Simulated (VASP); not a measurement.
Here is the system:

```
Ni3Si
1.0
    3.46658     0.00000     0.00000
    0.00000     3.46658     0.00000
    0.00000     0.00000     3.46658
Si Ni
1 3
Direct
  0.00000   0.00000   0.00000
  0.00000   0.50000   0.50000
  0.50000   0.00000   0.50000
  0.50000   0.50000   0.00000
```

All values below come from PBE GGA with D3 dispersion (zero damping), VASP's PBE PAW potentials (set 64) (plane waves; VASP). Run with 520 eV cut-off, Gaussian smearing of 0.050 eV, potentials Si Ni.

Task: What does the run give for the band gap (along the path) with the smallest direct gap where there is one?

Result: 
```
Property                                                     Result
-------------------------  ----------------------------------------
band gap (along the path)  none (metal, semimetal or under 0.01 eV)
```

The compound is Ni3Si in the L1_2 structure. It was relaxed first. The run is not spin-polarised, so no magnetic state was tried.
